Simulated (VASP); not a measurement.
VASP input:

INCAR:
```
SYSTEM=CdSe
PREC=Accurate; ENCUT=400; LREAL=.False.
LASPH=.True.
EDIFF=1E-6; NELM=100; ALGO=Normal
LMAXMIX=4
ISMEAR=0; SIGMA=0.05
GGA=PE
ISIF=2
LWAVE=.False.; LCHARG=.False.
```

### POSCAR
```
CdSe
2.9780210
  0.0000000000   1.0000000000   0.9862791431
  0.9940762674   0.0000000000   0.9862791431
  0.9940762674   1.0000000000   0.0000000000
Cd Se
1 1
Cart
  0.0000000000   0.0000000000   0.0000000000
  0.5264965898   0.5000000000   0.4931395715
```

KPOINTS:
```
Automatic
0
Gamma
  7 7 7
0 0 0
```

POTCAR, in this order: Cd Se (PBE.64 set). Program: vasp_std.

Problem. Translate this PBE calculation to Quantum ESPRESSO's pw.x.

Solution. One equivalent input (not run):
```
&CONTROL
  calculation = 'scf'
  pseudo_dir = './pseudo'
  outdir = './out'
  tprnfor = .true.
  tstress = .true.
/
&SYSTEM
  ibrav = 0
  nat = 2
  ntyp = 2
  ecutwfc = 102
  occupations = 'smearing'
  smearing = 'gaussian'
  degauss = 0.003675
  input_dft = 'pbe'
/
&ELECTRONS
  conv_thr = 7.3e-08
  electron_maxstep = 100
/
ATOMIC_SPECIES
  Cd 112.414 Cd.upf
  Se 78.971 Se.upf
CELL_PARAMETERS angstrom
     0.0000000    2.9780210    2.9371600
     2.9603800    0.0000000    2.9371600
     2.9603800    2.9780210    0.0000000
ATOMIC_POSITIONS crystal
  Cd   0.0000000  0.0000000  0.0000000
  Se   0.2351830  0.2648170  0.2648170
K_POINTS automatic
  7 7 7 0 0 0
```
What does not carry over: the potentials are each code's own (VASP's PAW set, PseudoDojo norm-conserving files in pw.x), so ENCUT and ecutwfc are chosen apart and not converted; conv_thr bounds pw.x's estimated SCF error, while EDIFF bounds the energy change between steps.

The compound is CdSe in the zinc blende structure, whereas wurtzite is the usual form. The cell was not relaxed at this level, atoms are displaced from their ideal sites.
